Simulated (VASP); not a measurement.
Calculation: PBE GGA, VASP's PBE PAW potentials (set 64) (plane waves; VASP).

VASP ran on this input.

**INCAR**
```
# general
SYSTEM  = Cd
PREC    = Accurate
ENCUT   = 520
LREAL   = .FALSE.
LASPH   = .TRUE.   # aspherical one-centre terms

# electronic loop
EDIFF   = 1E-7   # SCF stop (eV)
NELM    = 100   # most electronic steps
ALGO    = Normal   # blocked Davidson
LMAXMIX = 4   # l cut-off of mixed one-centre charges

# smearing
ISMEAR  = 1   # Methfessel-Paxton
SIGMA   = 0.1   # width (eV)

# functional
GGA     = PE

# ions
IBRION  = 2
NSW     = 30   # most ionic steps
ISIF    = 4   # ions and shape, fixed volume
EDIFFG  = -0.01

# output
LWAVE   = .FALSE.
LCHARG  = .FALSE.
```

### KPOINTS
```
Automatic mesh
0
Gamma
14 14 6
0 0 0
```

File POSCAR:
```
Cd
1
    1.5322236520    -2.6538895233     0.0000000000
    1.5322236520     2.6538895233     0.0000000000
    0.0000000000     0.0000000000     6.0493848468
Cd
2
Direct
  0.3333330000   0.6666670000   0.2500000000
  0.6666670000   0.3333330000   0.7500000000
```

POTCAR, in this order: Cd (PBE.64 set). Program: vasp_std.

Output

### OUTCAR
```
 ion  position               nearest neighbor table
   1  0.333  0.667  0.250-   2 3.50   2 3.50   2 3.50   2 3.50   2 3.50   2 3.50
   2  0.667  0.333  0.750-   1 3.50   1 3.50   1 3.50   1 3.50   1 3.50   1 3.50
  LATTYP: Found a hexagonal cell.
 ALAT       =     3.0644475720
 C/A-ratio  =     1.9740539541
 Subroutine PRICEL returns:
 Original cell was already a primitive cell.
 Subroutine GETGRP returns: Found 24 space group operations
The static configuration has the point symmetry D_3d.
 The point group associated with its full space group is D_6h.
The dynamic configuration has the point symmetry D_3d.
 Subroutine INISYM returns: Found 24 space group operations
 Subroutine IBZKPT returns following result:
 Found     96 irreducible k-points:

 Following reciprocal coordinates:
            Coordinates               Weight
  0.000000  0.000000  0.000000      1.000000
  0.071429  0.000000  0.000000      6.000000
  0.142857  0.000000  0.000000      6.000000
  0.214286  0.000000  0.000000      6.000000
  0.285714  0.000000  0.000000      6.000000
  0.357143  0.000000  0.000000      6.000000
  0.428571  0.000000  0.000000      6.000000
  0.500000 -0.000000  0.000000      3.000000
  0.071429  0.071429  0.000000      6.000000
  0.142857  0.071429  0.000000     12.000000
  0.214286  0.071429  0.000000     12.000000
  0.285714  0.071429  0.000000     12.000000
  0.357143  0.071429  0.000000     12.000000
  0.428571  0.071429  0.000000     12.000000
  0.142857  0.142857  0.000000      6.000000
  0.214286  0.142857  0.000000     12.000000
  0.285714  0.142857  0.000000     12.000000
  0.357143  0.142857  0.000000     12.000000
  0.428571  0.142857  0.000000      6.000000
  0.214286  0.214286  0.000000      6.000000
  0.285714  0.214286  0.000000     12.000000
  0.357143  0.214286  0.000000     12.000000
...
```

### OSZICAR
```
       N       E                     dE             d eps       ncg     rms          rms(c)
DAV:   1     0.164125811566E+03    0.16413E+03   -0.13117E+04  3072   0.147E+03
DAV:   2     0.203529664948E+01   -0.16209E+03   -0.15851E+03  3128   0.366E+02
DAV:   3    -0.153463312470E+01   -0.35699E+01   -0.35654E+01  3840   0.644E+01
DAV:   4    -0.153915915402E+01   -0.45260E-02   -0.45259E-02  3512   0.203E+00
DAV:   5    -0.153917297294E+01   -0.13819E-04   -0.13819E-04  3848   0.102E-01    0.335E+00
DAV:   6    -0.146637998000E+01    0.72793E-01   -0.23685E-01  3320   0.594E+00    0.281E+00
DAV:   7    -0.146483506553E+01    0.15449E-02   -0.22014E-02  3416   0.145E+00    0.149E+00
DAV:   8    -0.146590526646E+01   -0.10702E-02   -0.33389E-03  3344   0.767E-01    0.829E-02
DAV:   9    -0.146597870757E+01   -0.73441E-04   -0.50311E-05  3912   0.768E-02    0.296E-02
DAV:  10    -0.146601052253E+01   -0.31815E-04   -0.33102E-05  3344   0.677E-02    0.231E-03
DAV:  11    -0.146601038252E+01    0.14002E-06   -0.34676E-08  3064   0.195E-03    0.138E-03
DAV:  12    -0.146601022680E+01    0.15572E-06   -0.34038E-08  2128   0.154E-03    0.187E-04
DAV:  13    -0.146601023746E+01   -0.10657E-07   -0.56866E-10  1712   0.274E-04
   1 F= -.14660102E+01 E0= -.14661150E+01  d E =-.146601E+01
       N       E                     dE             d eps       ncg     rms          rms(c)
DAV:   1    -0.147724618257E+01   -0.11236E-01   -0.45068E-01  3240   0.613E+00    0.472E-01
DAV:   2    -0.147070473763E+01    0.65414E-02   -0.39082E-03  3200   0.838E-01    0.277E-01
DAV:   3    -0.146742979545E+01    0.32749E-02   -0.63252E-03  3272   0.753E-01    0.833E-02
DAV:   4    -0.146747175185E+01   -0.41956E-04   -0.47367E-04  3296   0.295E-01    0.816E-02
DAV:   5    -0.146747639602E+01   -0.46442E-05   -0.41709E-06  3480   0.283E-02    0.459E-02
DAV:   6    -0.146747168613E+01    0.47099E-05   -0.18062E-05  3272   0.344E-02    0.527E-02
DAV:   7    -0.146747101509E+01    0.67104E-06   -0.10723E-06  3264   0.128E-02    0.351E-02
DAV:   8    -0.146747062305E+01    0.39204E-06   -0.50600E-07  2648   0.571E-03    0.137E-02
DAV:   9    -0.146747051049E+01    0.11256E-06   -0.17334E-07  2432   0.369E-03    0.227E-03
DAV:  10    -0.146747050199E+01    0.84965E-08   -0.74534E-09  1632   0.962E-04
   2 F= -.14674705E+01 E0= -.14674149E+01  d E =-.146026E-02
       N       E                     dE             d eps       ncg     rms          rms(c)
DAV:   1    -0.148293494703E+01   -0.15464E-01   -0.68518E-01  3224   0.756E+00    0.583E-01
DAV:   2    -0.147288643076E+01    0.10049E-01   -0.60663E-03  3208   0.103E+00    0.341E-01
DAV:   3    -0.146795821337E+01    0.49282E-02   -0.96221E-03  3280   0.919E-01    0.102E-01
DAV:   4    -0.146801713271E+01   -0.58919E-04   -0.70364E-04  3232   0.359E-01    0.968E-02
DAV:   5    -0.146802577085E+01   -0.86381E-05   -0.83507E-06  3432   0.401E-02    0.525E-02
DAV:   6    -0.146801558465E+01    0.10186E-04   -0.31369E-05  3216   0.475E-02    0.531E-02
DAV:   7    -0.146801483394E+01    0.75072E-06   -0.15485E-06  3352   0.155E-02    0.348E-02
DAV:   8    -0.146801451373E+01    0.32021E-06   -0.37270E-07  2552   0.487E-03    0.155E-02
DAV:   9    -0.146801435513E+01    0.15860E-06   -0.26027E-07  2536   0.457E-03    0.899E-04
DAV:  10    -0.146801435160E+01    0.35275E-08   -0.99702E-09  1608   0.122E-03
   3 F= -.14680144E+01 E0= -.14678812E+01  d E =-.200411E-02
```

**OUTCAR**
```
------------------------ aborting loop because EDIFF is reached ----------------------------------------
  FORCE on cell =-STRESS in cart. coord.  units (eV):
  Direction    XX          YY          ZZ          XY          YZ          ZX
  --------------------------------------------------------------------------------------
  Total       -0.5393221     -0.5393222     -0.5374174      0.0000000      0.0000000      0.0000000
  in kB      -17.5635603    -17.5635641    -17.5015319      0.0000000      0.0000000      0.0000000
  external PRESSURE =     -17.5428854 kB  Pullay stress =       0.0000000 kB
  volume of cell :       49.20
      direct lattice vectors                 reciprocal lattice vectors
     1.522693935 -2.637383543 -0.000000000     0.328365398 -0.189581831  0.000000000
     1.522693935  2.637383543 -0.000000000     0.328365398  0.189581831  0.000000000
    -0.000000000  0.000000000  6.125341499     0.000000000  0.000000000  0.163256204
 POSITION                                       TOTAL-FORCE (eV/Angst)
 -----------------------------------------------------------------------------------
      1.52269      0.87913      1.53134         0.000000     -0.000000      0.000000
      1.52269     -0.87913      4.59401        -0.000000      0.000000     -0.000000
 -----------------------------------------------------------------------------------
    total drift:                               -0.000000      0.000214      0.000001
  FREE ENERGIE OF THE ION-ELECTRON SYSTEM (eV)
  ---------------------------------------------------
  free  energy   TOTEN  =        -1.4680143516 eV

  energy  without entropy=       -1.4676149386  energy(sigma->0) =       -1.46788121

 reached required accuracy - stopping structural energy minimisation
```
(Selected blocks of OUTCAR.)

**CONTCAR**
```
Cd
   1.00000000000000
     1.5226939347361237   -2.6373835425556869   -0.0000000000000000
     1.5226939347361237    2.6373835425556869   -0.0000000000000000
    -0.0000000000000000    0.0000000000000000    6.1253414992069102
  Cd
     2
Direct
     0.3333330000000032    0.6666669999999968    0.2500000000000000
     0.6666669999999968    0.3333330000000032    0.7500000000000000
```

File OUTCAR:
```
 val. band max:        2.2128966938   @ k =   0.3571   0.2857   0.1667

 cond. band min:       2.2435792756   @ k =   0.2857   0.2857   0.3333


 Fermi energy:         2.2224702776

 k-point     1 :       0.0000    0.0000    0.0000
  band No.  band energies     occupation
      1      -7.3990      2.00000
      2      -7.2707      2.00000
      3      -6.9128      2.00000
      4      -6.9128      2.00000
      5      -6.8865      2.00000
      6      -6.8865      2.00000
      7      -6.4255      2.00000
      8      -6.4255      2.00000
      9      -6.2928      2.00000
     10      -6.2928      2.00000
     11      -5.8842      2.00000
     12      -1.5925      2.00000
     13      -0.5352      2.00000
     14      10.3911      0.00000
     15      14.3222      0.00000
     16      16.5413      0.00000

 k-point     2 :       0.0714    0.0000    0.0000
  band No.  band energies     occupation
      1      -7.3530      2.00000
      2      -7.2305      2.00000
      3      -6.9289      2.00000
      4      -6.9019      2.00000
      5      -6.8718      2.00000
      6      -6.8463      2.00000
      7      -6.4588      2.00000
      8      -6.4373      2.00000
      9      -6.3435      2.00000
     10      -6.2944      2.00000
     11      -5.7765      2.00000
     12      -1.5129      2.00000
     13      -0.3636      2.00000
     14      10.5435      0.00000
     15      14.3440      0.00000
     16      14.6356      0.00000

 k-point     3 :       0.1429    0.0000    0.0000
  band No.  band energies     occupation
      1      -7.2589      2.00000
      2      -7.1487      2.00000
      3      -6.9645      2.00000
      4      -6.9091      2.00000
      5      -6.7551      2.00000
      6      -6.7322      2.00000
      7      -6.5641      2.00000
      8      -6.4688      2.00000
      9      -6.4610      2.00000
     10      -6.3003      2.00000
     11      -5.4296      2.00000
     12      -1.2611      2.00000
     13       0.1278      2.00000
...
```

The compound is Cd in the hcp structure. This cell is one point of a volume scan, at 1.06 of the reference volume. Symmetry was kept, so distortions that lower it aren't found.
